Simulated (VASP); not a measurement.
Energy against volume of Ta (bcc). These are revPBE GGA, VASP's PBE PAW potentials (set 64) (plane waves; VASP) values and carry that method's errors.

```json
[
 {"V (Å³/atom)": "17.396", "E (eV/atom)": "-11.36852"},
 {"V (Å³/atom)": "17.952", "E (eV/atom)": "-11.40127"},
 {"V (Å³/atom)": "18.507", "E (eV/atom)": "-11.41136"},
 {"V (Å³/atom)": "19.062", "E (eV/atom)": "-11.40212"},
 {"V (Å³/atom)": "19.617", "E (eV/atom)": "-11.37591"}
]
```

Q: Fit a third-order Birch-Murnaghan equation of state.

A: 
The volume per atom comes out as 18.51 Å³/atom, the bulk modulus is 1870 kbar and the pressure derivative of the bulk modulus comes out as 3.85. The lattice constant a comes out as 3.333 Å.

Measured: bulk modulus 198 GPa at 0 K (computed value off by -5.5 %), as given by H. Levämäki et al., Physical Review B (2014), arXiv:1402.3671 [corrected for temperature and zero-point phonon effects]; a 3.299 Å at 0 K (computed value off by +1.0 %), as given by Daniel Mejia-Rodriguez et al., Physical Review B (2018), arXiv:1807.09216 [static lattice: zero-point anharmonic expansion removed].

The compound is Ta in the bcc structure. It was relaxed first.
